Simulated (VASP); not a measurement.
OSZICAR of a VASP run on Ga$_{35}$N$_{35}$O:

### OSZICAR
```
       N       E                     dE             d eps       ncg     rms          rms(c)
DAV:   1    -0.513798394377E+03   -0.51380E+03   -0.22578E+01   736   0.124E+01    0.950E+00
DAV:   2    -0.513995822030E+03   -0.19743E+00   -0.91072E-01   848   0.182E+00    0.649E+00
DAV:   3    -0.513953452548E+03    0.42369E-01   -0.11838E-01   826   0.871E-01    0.380E+00
DAV:   4    -0.513934382721E+03    0.19070E-01   -0.35253E-02   832   0.430E-01    0.217E+00
DAV:   5    -0.513926691300E+03    0.76914E-02   -0.69409E-03   824   0.195E-01    0.120E+00
DAV:   6    -0.513924012201E+03    0.26791E-02   -0.23792E-03   832   0.113E-01    0.672E-01
DAV:   7    -0.513923172731E+03    0.83947E-03   -0.97241E-04   832   0.658E-02    0.375E-01
DAV:   8    -0.513923009953E+03    0.16278E-03   -0.82060E-04   864   0.477E-02    0.208E-01
DAV:   9    -0.513923021991E+03   -0.12038E-04   -0.51871E-04   882   0.367E-02    0.122E-01
DAV:  10    -0.513923036658E+03   -0.14667E-04   -0.35123E-04   872   0.405E-02    0.727E-02
DAV:  11    -0.513923042558E+03   -0.59004E-05   -0.19143E-04   842   0.338E-02    0.450E-02
DAV:  12    -0.513923037112E+03    0.54457E-05   -0.52854E-05   672   0.200E-02
   1 F= -.51392304E+03 E0= -.51392304E+03  d E =-.555796E-19  mag=     3.0000
```

Question: Which electronic solver shows in the log?

Answer: It is blocked Davidson (ALGO = Normal, or the opening steps of other solvers). The INCAR had ALGO = Normal.

Question: How was spin treated?

Answer: Collinear spin (ISPIN = 2): the summary line carries one mag value, 3.00 μB in the cell.

Question: Can the final energy be trusted as converged?

Answer: The calculation finished and met its thresholds. It stopped with EDIFF = 1E-5, NELM = 50 (HSE06 screened hybrid, plane waves, VASP's PBE PAW potentials (set 64)).  The cell is charged, with a uniform compensating background. The supercell is sampled at Γ alone, which is coarse: total energies, pressure and levels can be off, energies of defects by several tenths of an eV.

The cell is a supercell with a defect, built from GaN (wurtzite): O_N-vac_Ga, charge -1. The cell's shape comes from a PBE relaxation. The total moment is imposed (NUPDOWN), so this need not be the lowest spin state.
